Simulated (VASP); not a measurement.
Input of a VASP 6.6.1 run:

INCAR

```
  PREC = Accurate
  ENCUT = 520
  EDIFF = 1E-7
  ISMEAR = -1
  SIGMA = 0.1
  LREAL = False
  LASPH = True
  NELM = 80
  ALGO = Fast
  ISIF = 2
  LWAVE = False
  LCHARG = False
  GGA = PE
  NBANDS = 34
```

The input KPOINTS:

```
Automatic mesh
0
Gamma
  3 3 3
```

File POSCAR:

```
Ca2As
1.0
    5.2858390000     -0.8319850000     -0.3471740000
    0.2167350000      6.2841230000      0.3816840000
   -0.5581670000     -0.3120950000      5.1714670000
Ca As
4 2
Direct
    0.8945225620      0.6451621692      0.2744903716
    0.3477109682      0.3446473963      0.2887977069
    0.9779465310      0.0654244980      0.6332006227
    0.3839094320      0.8865007827      0.0747306728
    0.8068020601      0.2053991638      0.1051423366
    0.1854134733      0.5114269316      0.7546180340
```

Potentials or basis: VASP PAW PBE potentials, release 64 (Ca_sv, As).

Run with:

```console
$ cat potpaw_PBE.64/Ca_sv/POTCAR potpaw_PBE.64/As/POTCAR > POTCAR
$ mpirun -np 1 vasp_std > vasp.out
```

Q: What does it give for the pressure?

A: 4.4 GPa.

Q: Predict the band gap on the k mesh.

A: None (metal or under the smearing width).

Q: What does it give for the largest force?

A: 1.163 eV/Å.

Stress tensor (GPa, compression positive):
```
 6.83  2.05  0.11
 2.05  5.10 -0.34
 0.11 -0.34  1.31
```

Caveat: the k mesh is coarse (spacing up to 0.41 Å⁻¹), so the values aren't converged.
